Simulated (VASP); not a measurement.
Given:

```
CELL_PARAMETERS angstrom
      0.00000     2.21593     2.21593
      2.21593     0.00000     2.21593
      2.21593     2.21593     0.00000
ATOMIC_POSITIONS crystal
  Li 0.25000 0.25000 0.25000
  Li 0.75000 0.75000 0.75000
  O  0.00000 0.00000 0.00000
```

Calculation: PBEsol GGA, VASP's PBE PAW potentials (set 64) (plane waves; VASP). Numerical set-up: 620 eV cut-off, 9×9×9 Γ-centred mesh, Gaussian smearing of 0.050 eV, potentials Li_sv O.

Energy and stress use the plane-wave basis of the starting cell.

### Question
The ions, cell shape and volume at an external pressure of 20.0 GPa are relaxed. What does this cell relax into?

### Answer

```
CELL_PARAMETERS angstrom
      0.00000     2.16361     2.16361
      2.16361     0.00000     2.16361
      2.16361     2.16361     0.00000
ATOMIC_POSITIONS crystal
  Li 0.25000 0.25000 0.25000
  Li 0.75000 0.75000 0.75000
  O  0.00000 0.00000 0.00000
```
Space group Fm-3m (225), at a tolerance of 0.03 Å.

### Question
How do energy and volume change from the first to the last step?

### Answer
The energy (σ→0) changes by +46.3 meV/atom and the volume by -6.9 %, in 3 ionic steps.

| step | E(σ→0) (eV) | max force (eV/Å) | pressure (GPa) | volume (Å³) |
|---|---|---|---|---|
| 1 | -14.6753 | 0.000 | 10.05 | 21.76 |
| 2 | -14.5508 | 0.000 | 19.09 | 20.37 |
| 3 | -14.5365 | 0.000 | 19.97 | 20.26 |

The compound is Li2O in the antifluorite structure. This run relaxes it under an external pressure of 20 GPa. Symmetry was kept, so distortions that lower it aren't found.
